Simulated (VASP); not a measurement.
Given:

```xyz
2
Lattice="0.0000 2.6081 2.6081 2.6081 0.0000 2.6081 2.6081 2.6081 0.0000" Properties=species:S:1:pos:R:3 pbc="T T T"
Be     0.0000     0.0000     0.0000
Se     1.3040     1.3040     1.3040
```

All values below come from rev-vdW-DF2, VASP's PBE PAW potentials (set 64) (plane waves; VASP 6.6.1). Settings: 520 eV cut-off, 9×9×9 Γ-centred mesh, Gaussian smearing of 0.050 eV, potentials Be Se.

### Question
The job: BeSe (zinc blende), 2 atoms, rev-vdW-DF2, static run, 520 eV, 9×9×9 Γ-centred mesh. Roughly how much core time does it take on a busy server core?

### Answer
About 20 core-seconds (one run on a shared machine, a rough figure). It had 35 irreducible k-points, 8 bands, up to 969 plane waves and 12 electronic steps.

The compound is BeSe in the zinc blende structure. This cell is one point of a volume scan, at 1.03 of the reference volume.
